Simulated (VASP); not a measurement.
The input files of a VASP run:

INCAR:
```
ENCUT = 400   # plane-wave cut-off (eV)
LORBIT = 11
LMAXMIX = 6   # l cut-off of mixed one-centre charges
EDIFF = 1E-7   # SCF stop (eV)
LCHARG = .TRUE.
ISMEAR = -5   # tetrahedra, Bloechl
SYSTEM = PtP
LREAL = .FALSE.   # projection in real space or not
ALGO = Normal   # blocked Davidson
PREC = Accurate
LASPH = .TRUE.   # aspherical one-centre terms
GGA = PS
ISIF = 2   # forces and stress, cell fixed
NEDOS = 601   # DOS grid
NELM = 100
LWAVE = .FALSE.
```

File KPOINTS:
```
Automatic mesh
0
Gamma
13 13 13
0 0 0
```

File POSCAR:
```
PtP
1
    0.0000000000     2.6507123391     2.6507123391
    2.6507123391     0.0000000000     2.6507123391
    2.6507123391     2.6507123391     0.0000000000
Pt P
1 1
Direct
  0.0000000000   0.0000000000   0.0000000000
  0.2500000000   0.2500000000   0.2500000000
```

POTCAR, in this order: Pt P (PBE.64 set). Program: vasp_std.

Write an equivalent input for Quantum ESPRESSO's pw.x.

One equivalent input (not run):
```
&CONTROL
  calculation = 'scf'
  pseudo_dir = './pseudo'
  outdir = './out'
  tprnfor = .true.
  tstress = .true.
/
&SYSTEM
  ibrav = 0
  nat = 2
  ntyp = 2
  ecutwfc = 84
  occupations = 'tetrahedra'
  input_dft = 'pbesol'
/
&ELECTRONS
  conv_thr = 7.3e-09
  electron_maxstep = 100
/
ATOMIC_SPECIES
  Pt 195.084 Pt.upf
  P 30.974 P.upf
CELL_PARAMETERS angstrom
     0.0000000    2.6507123    2.6507123
     2.6507123    0.0000000    2.6507123
     2.6507123    2.6507123    0.0000000
ATOMIC_POSITIONS crystal
  Pt   0.0000000  0.0000000  0.0000000
  P    0.2500000  0.2500000  0.2500000
K_POINTS automatic
  13 13 13 0 0 0
```
The two are equivalent in intent, not identical: the potentials are each code's own (VASP's PAW set, PseudoDojo norm-conserving files in pw.x), so ENCUT and ecutwfc are chosen apart and not converted; conv_thr bounds pw.x's estimated SCF error, while EDIFF bounds the energy change between steps.

The structure was generated: PtP was put into the zinc blende type (F-43m), which need not be its known phase. It was relaxed first, which changed the volume by -16 %.
